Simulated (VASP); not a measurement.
**Ca: single point with PBEsol**

Crystal: Ca.

```
Ca
1.0
     0.00000    2.80050    2.80050
     2.80050    0.00000    2.80050
     2.80050    2.80050    0.00000
Ca
1
Direct
  0.00000 0.00000 0.00000
```

```json
{
  "Program": "VASP 6.6.1",
  "Task": "single point",
  "Functional": "PBEsol",
  "Potentials or basis": "VASP PAW PBE potentials, release 64 (Ca_sv)",
  "Cutoff": "520 eV",
  "k mesh": "14 × 14 × 14",
  "Occupations": "gaussian, width 0.1 eV",
  "Spin": "no spin polarisation",
  "Further INCAR settings": "ALGO = Normal; EDIFF = 1e-07"
}
```

| Item | Value |
| --- | --- |
| Pressure | -1.2 GPa |
| Band gap on the k mesh | none (metal or under the smearing width) |

Levels at points of the mesh, in eV from the Fermi level:
```
           k point  band 3  band 4  band 5  band 6  band 7  band 8
(0.00, 0.00, 0.00)  -22.93  -22.93   -3.95    2.28    2.28    2.28
(0.50, 0.00, 0.00)  -22.95  -22.95   -0.98   -0.18    2.17    2.17
(0.50, 0.50, 0.00)  -22.97  -22.97   -0.42    0.59    0.90    3.96
```

Run time: 72 s on 1 thread of Intel(R) Xeon(R) Platinum 8175M CPU @ 2.50GHz (Skylake/Cascade Lake), on a shared host, peak memory 0.19 GiB.

Caveat: the PAW data sets were made with another functional, which shifts forces and pressure a little.
